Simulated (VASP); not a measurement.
BiB (zincblende): one PBE0 single-point calculation in two programs

```
B Bi
1.0
     0.00000    2.74487    2.74487
     2.74487    0.00000    2.74487
     2.74487    2.74487    0.00000
B Bi
1 1
Direct
  0.00000 0.00000 0.00000
  0.25000 0.25000 0.25000
```

Datasets and cutoffs are each program's own. VASP's cell holds 18 valence electrons and Ansatz's 18. Ansatz's stress includes a Pulay correction; VASP's doesn't.

Cutoffs: 520 eV in VASP, 420 eV in Ansatz. k meshes: 6×6×6 and 6×6×6.

```csv
,VASP,Ansatz
gap between bands v and c,1.52 eV,1.52 eV
least direct gap,1.52 eV,1.52 eV
pressure,-2.0 GPa,-2.0 GPa
```

Band v is the last that the valence electrons fill when counted band by band, and c is the next. Levels in eV from the top of v, Ansatz:

| point | v−1 | v | c | c+1 |
| --- | --- | --- | --- | --- |
| Γ | 0.00 | 0.00 | 1.52 | 4.06 |
| X | -3.89 | -3.89 | 1.95 | 2.12 |
| W | -5.09 | -4.66 | 4.90 | 5.28 |
| K | -5.42 | -3.32 | 2.47 | 5.13 |
| L | -1.81 | -1.81 | 1.56 | 5.54 |

VASP:

```tsv
point	v−1	v	c	c+1
Γ	0.00	0.00	1.52	4.06
X	-3.89	-3.89	1.95	2.12
W	-5.08	-4.65	4.90	5.28
K	-5.42	-3.32	2.47	5.13
L	-1.81	-1.81	1.56	5.55
```
